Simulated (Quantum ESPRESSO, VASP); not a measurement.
One structure in several programs: EuO (Fm-3m, 2 atoms in the cell)

Self-consistent single point, at a second geometry (lattice scaled by 0.98). First geometry:

```yaml
crystal:
  lattice:
    - [0.00000, 2.57000, 2.57000]
    - [2.57000, 0.00000, 2.57000]
    - [2.57000, 2.57000, 0.00000]
  atoms:
    - { symbol: Eu, position: [0.00000, 0.00000, 0.00000], spin: 7.0 }
    - { symbol: O, position: [0.50000, 0.50000, 0.50000] }
```
(The spins are starting values, not results.)

Shared settings, as Quantum ESPRESSO writes them: occupations = smearing; smearing = fd; degauss = 0.00147 Ry; nspin = 2; K_POINTS = automatic 8 8 8 0 0 0. Potentials and cutoffs stand in the table.

```tsv
code	model	size of the net moment (μB/atom)	cutoff
VASP	PBE, VASP's PBE PAW potentials (set 64)	3.48	400 eV
Quantum ESPRESSO	PBE, SSSP 1.1.2 efficiency (PBE) pseudopotentials	3.46	55 Ry
```

On VASP's run: spin-orbit coupling is off. With one magnetic atom in the cell only a parallel order is possible. With U or open f shells several self-consistent states can exist. The f electrons are in the valence without U or exact exchange, which can misplace them near the Fermi level. Spin-orbit terms, which matter for f shells, are left out.

The spread over the programs that give each value: size of the net moment within 0.02 μB/atom.

The starting cell has typed, rounded lattice constants, without a prior relaxation at this level. For this run, on top of that: lattice scaled by 0.98.

Left out of this page: Ansatz (with a known weakness of the program); Elk and FLEUR (not drawn, or without a comparable value).
